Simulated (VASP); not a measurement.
All values below come from PBE GGA + U (Dudarev), VASP's PBE PAW potentials (set 64) (plane waves; VASP 6.6.1).

The input files of a VASP run:

**INCAR**
```
! general
SYSTEM   =Cr2O3
PREC     =Accurate
ENCUT    =520
LREAL    =F
LASPH    =T
NBANDS   =150

! electronic loop
EDIFF    =1E-7
NELM     =100
ALGO     =Normal
LMAXMIX  =4

! smearing
ISMEAR   =0
SIGMA    =0.01

! functional
GGA      =PE

! spin
ISPIN    =2
MAGMOM   =-2.9 -2.9 2.9 2.9 0.0 0.0 0.0 0.0 0.0 0.0

! DFT+U
LDAU     =T
LDAUTYPE =2
LDAUL    =2 -1
LDAUU    =3.7 0
LDAUJ    =0 0
LDAUPRINT=1

! output
LWAVE    =F
LCHARG   =F
LORBIT   =10
NEDOS    =1001

! other
LOPTICS  =T
CSHIFT   =0.1
```

**POSCAR**
```
Cr2O3
1
    4.8447278708    -2.5320269846    -0.0018450687
    4.8447278708     2.5320269846    -0.0018450687
    3.5229934551    -0.0000000000     4.1798414085
Cr O
4 6
Direct
  0.8479970428   0.8479970428   0.8479970428
  0.3479970428   0.3479970428   0.3479970428
  0.1520029572   0.1520029572   0.1520029572
  0.6520029572   0.6520029572   0.6520029572
  0.4461588894   0.0538411106   0.7500000000
  0.0538411106   0.7500000000   0.4461588894
  0.5538411106   0.9461588894   0.2500000000
  0.2500000000   0.5538411106   0.9461588894
  0.9461588894   0.2500000000   0.5538411106
  0.7500000000   0.4461588894   0.0538411106
```

KPOINTS:
```
Regular mesh
0
G
7 7 7
```

POTCAR, in this order: Cr_pv O (PBE.64 set). Program: vasp_std.

Task: What will the output report for the number of irreducible k-points (NKPTS), largest plane-wave count, number of space-group operations, FFT grid (NGX, NGY, NGZ)?

Result: 
number of irreducible k-points (NKPTS): 44
largest plane-wave count: 2783
number of space-group operations: 12
FFT grid (NGX, NGY, NGZ): 42 × 42 × 42

The compound is Cr2O3 in the corundum structure. It was relaxed first, which changed the volume by +6 %.
